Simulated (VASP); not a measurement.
Level of theory: PBEsol GGA, VASP's PBE PAW potentials (set 64) (plane waves; VASP 6.6.1).

Input for VASP

**KPOINTS**
```
K-points
0
G
  13 13 13
```

File POSCAR:
```
C
2.5149380
  0.0000000000   0.7071067920   0.7071067920
  0.7071067920   0.0000000000   0.7071067920
  0.7071067920   0.7071067920   0.0000000000
C
2
Cartesian
  0.0000000000   0.0000000000   0.0000000000
  0.3535533960   0.3535533960   0.3535533960
```

### INCAR
```
ALGO = Normal
EDIFF = 1E-8
ENCUT = 520
GGA = PS
IBRION = 8
ISMEAR = 0
LASPH = .TRUE.
LCHARG = .FALSE.
LEPSILON = .TRUE.
LREAL = .FALSE.
LWAVE = .FALSE.
NELM = 100
NSW = 1
PREC = Accurate
SIGMA = 0.01
SYSTEM = C
```

POTCAR, in this order: C (PBE.64 set). Program: vasp_std.

Output of the run:

**OUTCAR**
```
 ion  position               nearest neighbor table
   1  0.000  0.000  0.000-   2 1.54   2 1.54   2 1.54   2 1.54
   2  0.250  0.250  0.250-   1 1.54   1 1.54   1 1.54   1 1.54
  LATTYP: Found a face centered cubic cell.
 ALAT       =     3.5566594826
 Subroutine PRICEL returns:
 Original cell was already a primitive cell.
 Subroutine GETGRP returns: Found 48 space group operations
The static configuration has the point symmetry T_d .
 The point group associated with its full space group is O_h .
The dynamic configuration has the point symmetry T_d .
 Subroutine INISYM returns: Found 48 space group operations
 Subroutine IBZKPT returns following result:
 Found     84 irreducible k-points:

 Following reciprocal coordinates:
            Coordinates               Weight
  0.000000  0.000000  0.000000      1.000000
  0.076923  0.000000  0.000000      8.000000
  0.153846  0.000000  0.000000      8.000000
  0.230769  0.000000  0.000000      8.000000
  0.307692  0.000000  0.000000      8.000000
  0.384615  0.000000  0.000000      8.000000
  0.461538  0.000000  0.000000      8.000000
  0.076923  0.076923  0.000000      6.000000
  0.153846  0.076923  0.000000     24.000000
  0.230769  0.076923  0.000000     24.000000
  0.307692  0.076923  0.000000     24.000000
  0.384615  0.076923  0.000000     24.000000
  0.461538  0.076923  0.000000     24.000000
 -0.461538  0.076923  0.000000     24.000000
 -0.384615  0.076923  0.000000     24.000000
 -0.307692  0.076923  0.000000     24.000000
 -0.230769  0.076923  0.000000     24.000000
 -0.153846  0.076923  0.000000     24.000000
 -0.076923  0.076923  0.000000     12.000000
  0.153846  0.153846  0.000000      6.000000
  0.230769  0.153846  0.000000     24.000000
  0.307692  0.153846  0.000000     24.000000
  0.384615  0.153846  0.000000     24.000000
...
```

File OUTCAR:
```


 HEAD OF MICROSCOPIC STATIC DIELECTRIC TENSOR (INDEPENDENT PARTICLE, excluding Hartree and local field effects)
 ------------------------------------------------------
           6.021030     0.000000     0.000000
          -0.000000     6.021030     0.000000
           0.000000     0.000000     6.021030
 ------------------------------------------------------

 MACROSCOPIC STATIC DIELECTRIC TENSOR (including local field effects in DFT)
 ------------------------------------------------------
           5.874083     0.000000     0.000000
          -0.000000     5.874083     0.000000
          -0.000000    -0.000000     5.874083
 ------------------------------------------------------

 PIEZOELECTRIC TENSOR (including local field effects)  for field in x, y, z        (e  Angst)
          XX          YY          ZZ          XY          YZ          ZX
  --------------------------------------------------------------------------------
  x     0.00000     0.00000    -0.00000     0.00000    -0.00000     0.00000
  y    -0.00000     0.00000     0.00000     0.00000     0.00000    -0.00000
  z     0.00000     0.00000     0.00000    -0.00000     0.00000     0.00000

 PIEZOELECTRIC TENSOR (including local field effects)  for field in x, y, z        (C/m^2)
          XX          YY          ZZ          XY          YZ          ZX
  --------------------------------------------------------------------------------
  x     0.00000     0.00000    -0.00000     0.00000    -0.00000     0.00000
  y    -0.00000     0.00000     0.00000     0.00000     0.00000    -0.00000
  z     0.00000     0.00000     0.00000    -0.00000     0.00000     0.00000

 BORN EFFECTIVE CHARGES (including local field effects) (in |e|, cummulative output)
 ---------------------------------------------------------------------------------
 ion    1
    1    -0.00000     0.00000    -0.00000
    2     0.00000     0.00000     0.00000
    3    -0.00000    -0.00000     0.00000
 ion    2
    1     0.00000     0.00000     0.00000
    2     0.00000    -0.00000    -0.00000
    3     0.00000     0.00000    -0.00000
```
(Selected blocks of OUTCAR.)

The compound is C in the diamond structure. It was relaxed first.
